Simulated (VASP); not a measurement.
Here is the system:

```yaml
crystal:
  lattice:
    - [0.00000, 3.05047, 3.05047]
    - [3.05047, 0.00000, 3.05047]
    - [3.05047, 3.05047, 0.00000]
  atoms:
    - { symbol: Mg, position: [0.25000, 0.25000, 0.25000] }
    - { symbol: Mg, position: [0.75000, 0.75000, 0.75000] }
    - { symbol: Si, position: [0.00000, 0.00000, 0.00000] }
```

Computed with LDA (Ceperley-Alder, Perdew-Zunger), VASP's LDA PAW potentials (set 64) (plane waves; VASP). Numerical set-up: 500 eV cut-off, 9×9×9 Γ-centred mesh, first-order Methfessel-Paxton smearing of 0.10 eV, potentials Mg Si.

Problem. Predict the energy per atom (σ→0), pressure.

Solution. 
```json
{
  "energy per atom (σ→0)": "-3.356 eV/atom",
  "pressure": "5.06 GPa"
}
```

Total energies compare only between runs with the same potentials, cut-off and functional.

The compound is Mg2Si in the antifluorite structure. It was relaxed first under an external pressure of 5 GPa.
